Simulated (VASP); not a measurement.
Energy against volume of Li2Se (antifluorite). Computed with rev-vdW-DF2, VASP's PBE PAW potentials (set 64) (plane waves; VASP). Settings: 520 eV cut-off, 7×7×7 Γ-centred mesh, Gaussian smearing of 0.050 eV, potentials Li_sv Se.

| V (Å³/atom) | E (eV/atom) |
|---|---|
| 16.726 | -2.77123 |
| 17.260 | -2.77763 |
| 17.793 | -2.77997 |
| 18.327 | -2.77882 |

Task: Fit these four points and predict the energy of the run at 18.861 Å³/atom.

Result: A cubic in V^(−2/3), the third-order Birch-Murnaghan form, passes through the four points with V0 = 17.87 Å³/atom and B0 = 34 GPa, and gives -2.7747 eV/atom there. The run gave -2.7746 eV/atom, +0.0 meV/atom from the fit; all five points give B0 = 34 GPa.

The compound is Li2Se in the antifluorite structure. It was relaxed first.
